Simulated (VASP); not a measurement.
SnTe:

```
Sn Te
1.0
     0.00000    3.15085    3.15085
     3.15085    0.00000    3.15085
     3.15085    3.15085    0.00000
Sn Te
1 1
Direct
  0.00000 0.00000 0.00000
  0.50000 0.50000 0.50000
```

- Program: VASP 6.6.1
- Task: relaxation of cell and atoms
- Functional: LDA
- Potentials or basis: VASP PAW LDA potentials, release 64 (Sn_d, Te)
- Cutoff: 600 eV
- k mesh: 10 × 10 × 10
- Occupations: gaussian, width 0.03 eV
- Spin: no spin polarisation

At the start: pressure -1.5 GPa; volume 31.28 Å³/atom.

Task: How do energy, volume and symmetry change on relaxing?

Result: Over 3 steps the energy falls by 4.2 meV/atom and the volume is 30.36 Å³/atom (-2.9 %); space group Fm-3m (No. 225, to 0.05 Å).

Step by step:
```
step  energy change (eV)  largest force (eV/Å)  pressure (GPa)  volume (Å³)
   1              0.0000                0.0000           -1.45        62.56
   2             -0.0073                0.0000            0.58        60.03
   3             -0.0085                0.0000            0.00        60.72
```

Final structure:
```yaml
crystal:
  lattice:
    - [0.00000, 3.11957, 3.11957]
    - [3.11957, 0.00000, 3.11957]
    - [3.11957, 3.11957, 0.00000]
  atoms:
    - { symbol: Sn, position: [0.00000, 0.00000, 0.00000] }
    - { symbol: Te, position: [0.50000, 0.50000, 0.50000] }
```
